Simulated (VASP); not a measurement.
# CaO: exact exchange and RPA correlation, part 2 of 2

How do cheaper functionals compare with the RPA for CaO, and at what cost? The scan starts from a database cell, scaled to the smallest volume of the series. The cell is of the rock-salt type, one of the forms listed for this formula. The start is a computed cell from the Materials Project.

VASP 6.6.1, plane waves and PAW; the level of theory is named at each step.

So far. Step 24 (Exact exchange, volume ratio 1.02): The Hartree-Fock energy on these orbitals is -16.0219 eV an atom. Step 26 (RPA correlation, volume ratio 1.02): Extrapolated by the program to an infinite response cutoff, the correlation energy is -11.886 eV an atom, +7 meV against the point before. With exact exchange the total is -27.9082 eV an atom.

## 27. Comparison: r2SCAN, volume ratio 1.02

This step: r2SCAN; plane waves and PAW (Ca_sv_GW, O_GW) (VASP 6.6.1).

Contents of INCAR:

```
SYSTEM = CaO
PREC = Accurate
ENCUT = 560
EDIFF = 1E-06
NELM = 100
ISMEAR = 0
SIGMA = 0.05
LREAL = .FALSE.
ALGO = Normal
METAGGA = R2SCAN
LASPH = .TRUE.
NBANDS = 14
LWAVE = .FALSE.
LCHARG = .FALSE.
KPAR = 4
```

Contents of POSCAR:

```
CaO
1.0
    0.0000000000      2.4194737473      2.4194737473
    2.4194737473      0.0000000000      2.4194737473
    2.4194737473      2.4194737473      0.0000000000
Ca O
1 1
Direct
    0.0000000000      0.0000000000      0.0000000000
    0.5000000000      0.5000000000      0.5000000000
```

Contents of KPOINTS:

```
Automatic mesh
0
Gamma
6 6 6
0 0 0
```

PAW data sets: Ca_sv_GW and O_GW (LDA family, release 64).

Run with:

```
$ mpirun -np 4 vasp_std
```

Run time: 9.6 s. Hardware: 4 MPI ranks of Intel Xeon 6975P-C (Granite Rapids), shared host; peak memory 0.59 GiB.

Its energy is -46.8250 eV an atom, on a zero of its own.

## 28. Orbitals for comparison: HSE06, volume ratio 1.02

This step: LDA; plane waves and PAW (Ca_sv_GW, O_GW) (VASP 6.6.1).

Contents of INCAR:

```
SYSTEM = CaO
PREC = Accurate
ENCUT = 560
EDIFF = 1E-05
NELM = 100
ISMEAR = 0
SIGMA = 0.05
LREAL = .FALSE.
ALGO = Normal
GGA = CA
NBANDS = 14
LORBIT = 11
LWAVE = .TRUE.
LCHARG = .FALSE.
KPAR = 4
```

POSCAR is that of step 27.

KPOINTS is that of step 27.

Run with:

```
$ mpirun -np 4 vasp_std
```

The job ended after 2.2 s (4 MPI ranks; peak memory 0.5 GiB; 6.3 s of CPU time).

The run ends at a pressure of -9.15 GPa.

## 29. Comparison: HSE06, volume ratio 1.02

This step: HSE06; plane waves and PAW (Ca_sv_GW, O_GW) (VASP 6.6.1).

Contents of INCAR:

```
SYSTEM = CaO
PREC = Accurate
ENCUT = 560
EDIFF = 1E-06
NELM = 100
ISMEAR = 0
SIGMA = 0.05
LREAL = .FALSE.
ALGO = Normal
LHFCALC = .TRUE.
AEXX = 0.25
GGA = PE
HFSCREEN = 0.2
LASPH = .TRUE.
NBANDS = 14
PRECFOCK = Fast
LWAVE = .FALSE.
LCHARG = .FALSE.
KPAR = 4
```

POSCAR is that of step 28.

KPOINTS is that of step 28.

The run starts from files that an earlier step left in the folder.

Run with:

```
$ mpirun -np 4 vasp_std
```

Elapsed: 72 s, on 4 MPI ranks; peak memory 0.99 GiB; 4.7 min of CPU time.

Its energy is -10.4365 eV an atom, on a zero of its own.

## 30. Orbitals, volume ratio 1.06

This step: LDA; plane waves and PAW (Ca_sv_GW, O_GW) (VASP 6.6.1).

The same chain follows at a volume ratio of 1.06.

Contents of INCAR:

```
SYSTEM = CaO
PREC = Accurate
ENCUT = 560
EDIFF = 1E-08
NELM = 100
ISMEAR = 0
SIGMA = 0.05
LREAL = .FALSE.
ALGO = Normal
GGA = CA
NBANDS = 14
LORBIT = 11
LWAVE = .TRUE.
LCHARG = .FALSE.
KPAR = 4
```

Contents of POSCAR:

```
CaO
1.0
    0.0000000000      2.4506962070      2.4506962070
    2.4506962070      0.0000000000      2.4506962070
    2.4506962070      2.4506962070      0.0000000000
Ca O
1 1
Direct
    0.0000000000      0.0000000000      0.0000000000
    0.5000000000      0.5000000000      0.5000000000
```

KPOINTS is that of step 29.

Run with:

```
$ mpirun -np 4 vasp_std
```

Wall time 2.4 s (4 MPI ranks); peak memory 0.52 GiB.

The run ends at a pressure of -12.19 GPa.

## 31. Exact exchange, volume ratio 1.06

This step: Hartree-Fock energy on LDA orbitals; plane waves and PAW (Ca_sv_GW, O_GW) (VASP 6.6.1).

Contents of INCAR:

```
SYSTEM = CaO
PREC = Accurate
ENCUT = 560
ISMEAR = 0
SIGMA = 0.05
LREAL = .FALSE.
GGA = CA
NBANDS = 14
ALGO = Eigenval
NELM = 1
LHFCALC = .TRUE.
AEXX = 1
ALDAC = 0
AGGAC = 0
PRECFOCK = Normal
LWAVE = .FALSE.
LCHARG = .FALSE.
```

POSCAR is that of step 30.

KPOINTS is that of step 30.

The WAVECAR or CHGCAR of an earlier step is read.

Run with:

```
$ mpirun -np 4 vasp_std
```

Run time: 46 s. Hardware: 4 MPI ranks; peak memory 0.49 GiB.

The Hartree-Fock energy on these orbitals is -16.0183 eV an atom.

## 32. Empty bands, volume ratio 1.06

This step: LDA; plane waves and PAW (Ca_sv_GW, O_GW) (VASP 6.6.1).

Contents of INCAR:

```
SYSTEM = CaO
PREC = Accurate
ENCUT = 560
ISMEAR = 0
SIGMA = 0.05
LREAL = .FALSE.
GGA = CA
NBANDS = 908
ALGO = Exact
NELM = 1
LWAVE = .TRUE.
LCHARG = .FALSE.
LOPTICS = .TRUE.
NEDOS = 1000
CSHIFT = 0.1
```

POSCAR is that of step 31.

KPOINTS is that of step 31.

Run with:

```
$ mpirun -np 4 vasp_std
```

The job ended after 9 s (4 MPI ranks; peak memory 0.99 GiB).

WAVECAR now holds 908 bands for 16 electrons.

## 33. RPA correlation, volume ratio 1.06

This step: RPA correlation on LDA orbitals; plane waves and PAW (Ca_sv_GW, O_GW) (VASP 6.6.1).

Contents of INCAR:

```
SYSTEM = CaO
PREC = Accurate
ENCUT = 560
ISMEAR = 0
SIGMA = 0.05
LREAL = .FALSE.
GGA = CA
NBANDS = 908
ALGO = ACFDT
ENCUTGW = 200
NOMEGA = 12
PRECFOCK = Fast
LWAVE = .FALSE.
LCHARG = .FALSE.
```

POSCAR is that of step 32.

KPOINTS is that of step 32.

Run with:

```
$ mpirun -np 4 vasp_std
```

Elapsed: 8.7 min, on 4 MPI ranks; peak memory 3.7 GiB; 34 min of CPU time.

Extrapolated by the program to an infinite response cutoff, the correlation energy is -11.879 eV an atom, +7 meV against the point before. With exact exchange the total is -27.8977 eV an atom.

## 34. Comparison: r2SCAN, volume ratio 1.06

This step: r2SCAN; plane waves and PAW (Ca_sv_GW, O_GW) (VASP 6.6.1).

Contents of INCAR:

```
SYSTEM = CaO
PREC = Accurate
ENCUT = 560
EDIFF = 1E-06
NELM = 100
ISMEAR = 0
SIGMA = 0.05
LREAL = .FALSE.
ALGO = Normal
METAGGA = R2SCAN
LASPH = .TRUE.
NBANDS = 14
LWAVE = .FALSE.
LCHARG = .FALSE.
KPAR = 4
```

POSCAR is that of step 33.

KPOINTS is that of step 33.

Run with:

```
$ mpirun -np 4 vasp_std
```

Elapsed: 8.6 s, on 4 MPI ranks; peak memory 0.59 GiB.

Its energy is -46.8071 eV an atom, on a zero of its own.

## 35. Orbitals for comparison: HSE06, volume ratio 1.06

This step: LDA; plane waves and PAW (Ca_sv_GW, O_GW) (VASP 6.6.1).

Contents of INCAR:

```
SYSTEM = CaO
PREC = Accurate
ENCUT = 560
EDIFF = 1E-05
NELM = 100
ISMEAR = 0
SIGMA = 0.05
LREAL = .FALSE.
ALGO = Normal
GGA = CA
NBANDS = 14
LORBIT = 11
LWAVE = .TRUE.
LCHARG = .FALSE.
KPAR = 4
```

POSCAR is that of step 34.

KPOINTS is that of step 34.

Run with:

```
$ mpirun -np 4 vasp_std
```

Run time: 2 s. Hardware: 4 MPI ranks; peak memory 0.51 GiB; 5.8 s of CPU time.

The run ends at a pressure of -12.20 GPa.

## 36. Comparison: HSE06, volume ratio 1.06

This step: HSE06; plane waves and PAW (Ca_sv_GW, O_GW) (VASP 6.6.1).

Contents of INCAR:

```
SYSTEM = CaO
PREC = Accurate
ENCUT = 560
EDIFF = 1E-06
NELM = 100
ISMEAR = 0
SIGMA = 0.05
LREAL = .FALSE.
ALGO = Normal
LHFCALC = .TRUE.
AEXX = 0.25
GGA = PE
HFSCREEN = 0.2
LASPH = .TRUE.
NBANDS = 14
PRECFOCK = Fast
LWAVE = .FALSE.
LCHARG = .FALSE.
KPAR = 4
```

POSCAR is that of step 35.

KPOINTS is that of step 35.

The WAVECAR or CHGCAR of an earlier step is read.

Run with:

```
$ mpirun -np 4 vasp_std
```

It took 67 s on 4 MPI ranks; peak memory 1 GiB.

Its energy is -10.4194 eV an atom, on a zero of its own.

## 37. Summary

This step: exact exchange and RPA correlation on LDA orbitals, beside r2SCAN, beside HSE06; plane waves and PAW (VASP 6.6.1).

This step runs nothing: it gathers the runs above.

This step gave:

- equilibrium volume, EXX+RPA: 14.02 Å³/atom
- bulk modulus: 111.4 GPa

Table of energy above the lowest point by volume; values in meV/atom:

```csv
volume (Å³/atom),LDA,EXX,EXX+RPA,r2SCAN,HSE06
12.775,0,73.3,45.9,28.5,29.3
13.330,0.557,27.3,12.6,4.83,5.26
13.747,12.3,8.14,1.45,0,0
14.163,32.1,0,0,4.41,3.88
14.719,68.7,3.63,10.5,22.3,20.9
```

Cost is wall time times ranks on a shared host; the EXX and RPA rows hold the orbitals run too, the hybrid row not its starting run, and runs of a few seconds are mostly start-up. Fits of the equation of state:

```csv
level,V0 (Å³/atom),B0 (GPa),fit error (meV/atom),minimum inside the series,cost a point (core minutes)
LDA,13.03,129.5,4.88e-4,yes,0.16
EXX,14.31,118.4,0.00155,yes,2.48
EXX+RPA,14.02,111.4,0.002438,yes,33.71
r2SCAN,13.74,117.1,1.26e-4,yes,0.59
HSE06,13.77,115,2.66e-4,yes,4.75
```

## 38. Results

| Quantity | Value |
| --- | --- |
| LDA | V0 13.03 Å³/atom, B0 129 GPa |
| EXX | V0 14.31 Å³/atom, B0 118 GPa |
| EXX+RPA | V0 14.02 Å³/atom, B0 111 GPa |
| r2SCAN | V0 13.74 Å³/atom, B0 117 GPa |
| HSE06 | V0 13.77 Å³/atom, B0 115 GPa |

**Reading.** Exact exchange with RPA correlation puts the minimum at 14.02 Å³ an atom, with a bulk modulus of 111 GPa. LDA puts the volume 7.1 % below EXX+RPA, at roughly 1/211 of its cost. r2SCAN puts the volume 2.0 % below EXX+RPA, at roughly 1/57 of its cost. HSE06 puts the volume 1.8 % below EXX+RPA, at roughly 1/7 of its cost. Correlation shrinks the exact-exchange volume by 2.0 %. Exact exchange and correlation are taken on one coarse mesh and aren't self-consistent; the correlation energy is extrapolated in the response cutoff by the program, which at the first volume adds -1742 meV an atom to the value at the highest cutoff and varies with the volume; a small fit error says nothing about that part. NBANDS follows the largest plane-wave count of any k point, which rises in steps with the volume. The cheaper functionals share the mesh, and the fits are third-order Birch-Murnaghan curves. Not tabulated here, as repeats of values shown or as unfit to read for their mesh, reference level or band range: eps2 curves (empty bands); eps1 curves and static values (empty bands); gaps (empty bands).

[Lines on the potential files, build, host, timing and source positions are cut from VASP's logs without a mark.]

[Logs are printed without paths, hosts, clocks, repeated set-up lines and the standing remarks that a program may print on its own settings, such as how far it seeks lower states.]

[Hosts, paths, dates, database ids (printed as entryN), source tags and the programs' standing remarks are cut or masked in the printed files.]

[Pressures printed for these runs are not shown converged in the cutoff: they can be off by several GPa and have the wrong sign.]
